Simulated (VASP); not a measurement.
Method: vdW-DF2, VASP's PBE PAW potentials (set 64) (plane waves; VASP).

Input for VASP

INCAR:
```
AGGAC=0.0
ALGO=Normal
EDIFF=1E-6
EDIFFG=-0.01
ENCUT=520
GGA=ML
IBRION=2
ISIF=3
ISMEAR=1
LASPH=T
LCHARG=F
LMAXMIX=4
LREAL=F
LUSE_VDW=T
LWAVE=F
NELM=100
NSW=60
PREC=Accurate
SIGMA=0.1
SYSTEM=Cu
ZAB_VDW=-1.8867
```

**KPOINTS**
```
Automatic mesh
0
Gamma
16 16 16
0 0 0
```

POSCAR:
```
Cu
1
    0.0000000000     1.8050000000     1.8050000000
    1.8050000000     0.0000000000     1.8050000000
    1.8050000000     1.8050000000     0.0000000000
Cu
1
Direct
  0.0000000000   0.0000000000   0.0000000000
```

POTCAR, in this order: Cu (PBE.64 set). Program: vasp_std.

The run wrote:

File OSZICAR:
```
       N       E                     dE             d eps       ncg     rms          rms(c)
DAV:   1     0.392509868481E+02    0.39251E+02   -0.57039E+03  2706   0.204E+03
DAV:   2    -0.569952267316E+00   -0.39821E+02   -0.37950E+02  2621   0.196E+02
DAV:   3    -0.104578947791E+01   -0.47584E+00   -0.47476E+00  3024   0.306E+01
DAV:   4    -0.104961281514E+01   -0.38233E-02   -0.38230E-02  3189   0.256E+00
DAV:   5    -0.104966191998E+01   -0.49105E-04   -0.49104E-04  3053   0.231E-01    0.690E+00
DAV:   6    -0.613523339575E+00    0.43614E+00   -0.13352E+01  2737   0.867E+01    0.336E+00
DAV:   7    -0.325244804939E+00    0.28828E+00   -0.20737E+00  2772   0.343E+01    0.523E-01
DAV:   8    -0.314842177958E+00    0.10403E-01   -0.63115E-03  2833   0.132E+00    0.278E-01
DAV:   9    -0.313599065533E+00    0.12431E-02   -0.88635E-03  3472   0.206E+00    0.410E-02
DAV:  10    -0.313594155977E+00    0.49096E-05   -0.99768E-05  3394   0.180E-01    0.823E-03
DAV:  11    -0.313594584460E+00   -0.42848E-06   -0.45620E-06  2895   0.323E-02
   1 F= -.31359458E+00 E0= -.31342632E+00  d E =-.313595E+00
       N       E                     dE             d eps       ncg     rms          rms(c)
DAV:   1    -0.572396203691E+01   -0.54104E+01   -0.12854E+02  2686   0.343E+02    0.164E+01
DAV:   2    -0.107072728902E+01    0.46532E+01   -0.39669E+01  2747   0.133E+02    0.318E+00
DAV:   3    -0.582261257742E+00    0.48847E+00   -0.50275E+00  2785   0.528E+01    0.340E+00
DAV:   4    -0.402137017070E+00    0.18012E+00   -0.13578E+00  2915   0.236E+01    0.128E+00
DAV:   5    -0.364621483276E+00    0.37516E-01   -0.24441E-01  2803   0.114E+01    0.765E-02
DAV:   6    -0.364751949929E+00   -0.13047E-03   -0.64777E-04  2799   0.365E-01    0.659E-02
DAV:   7    -0.364731748308E+00    0.20202E-04   -0.34612E-04  2924   0.402E-01    0.479E-03
DAV:   8    -0.364735942575E+00   -0.41943E-05   -0.30998E-05  2984   0.119E-01    0.110E-02
DAV:   9    -0.364733580873E+00    0.23617E-05   -0.92141E-06  2711   0.648E-02    0.208E-03
DAV:  10    -0.364733137432E+00    0.44344E-06   -0.45562E-07  1462   0.147E-02
   2 F= -.36473314E+00 E0= -.36457540E+00  d E =-.511386E-01
       N       E                     dE             d eps       ncg     rms          rms(c)
DAV:   1    -0.103667389057E+01   -0.67194E+00   -0.11852E+01  2728   0.827E+01    0.698E+00
DAV:   2    -0.716288121971E+00    0.32039E+00   -0.13074E+01  2727   0.817E+01    0.345E+00
DAV:   3    -0.388755106903E+00    0.32753E+00   -0.21733E+00  2688   0.341E+01    0.789E-01
DAV:   4    -0.376569971757E+00    0.12185E-01   -0.18000E-02  2805   0.293E+00    0.270E-01
DAV:   5    -0.374745571475E+00    0.18244E-02   -0.15270E-02  2886   0.284E+00    0.471E-02
DAV:   6    -0.374718751898E+00    0.26820E-04   -0.97977E-05  3493   0.212E-01    0.163E-02
DAV:   7    -0.374712220661E+00    0.65312E-05   -0.21759E-05  3159   0.955E-02    0.145E-03
DAV:   8    -0.374712628188E+00   -0.40753E-06   -0.19391E-07  1512   0.549E-03
   3 F= -.37471263E+00 E0= -.37454168E+00  d E =-.611180E-01
```

### OUTCAR
```
------------------------ aborting loop because EDIFF is reached ----------------------------------------
  FORCE on cell =-STRESS in cart. coord.  units (eV):
  Direction    XX          YY          ZZ          XY          YZ          ZX
  --------------------------------------------------------------------------------------
  Total        0.0073472      0.0073472      0.0073472     -0.0000000      0.0000000      0.0000000
  in kB        0.8948336      0.8948336      0.8948336     -0.0000000      0.0000000      0.0000000
  external PRESSURE =       0.8948336 kB  Pullay stress =       0.0000000 kB
  volume of cell :       13.15
      direct lattice vectors                 reciprocal lattice vectors
     0.000000000  1.873640979  1.873640979    -0.266860090  0.266860090  0.266860090
     1.873640979 -0.000000000  1.873640979     0.266860090 -0.266860090  0.266860090
     1.873640979  1.873640979  0.000000000     0.266860090  0.266860090 -0.266860090
 POSITION                                       TOTAL-FORCE (eV/Angst)
 -----------------------------------------------------------------------------------
      0.00000     -0.00000      0.00000         0.000000      0.000000      0.000000
 -----------------------------------------------------------------------------------
    total drift:                               -0.000000     -0.000000     -0.000000
  FREE ENERGIE OF THE ION-ELECTRON SYSTEM (eV)
  ---------------------------------------------------
  free  energy   TOTEN  =        -0.3747126282 eV

  energy  without entropy=       -0.3741997838  energy(sigma->0) =       -0.37454168

 reached required accuracy - stopping structural energy minimisation
```
(Selected blocks of OUTCAR.)

File CONTCAR:
```
Cu
   1.00000000000000
     0.0000000000000000    1.8736409788425930    1.8736409788425930
     1.8736409788425930   -0.0000000000000000    1.8736409788425930
     1.8736409788425930    1.8736409788425930    0.0000000000000000
  Cu
     1
Direct
     0.0000000000000000    0.0000000000000000    0.0000000000000000
```

Energy and stress use the plane-wave basis of the starting cell.

The compound is Cu in the fcc structure. This run relaxes it. Symmetry was kept, so distortions that lower it aren't found.
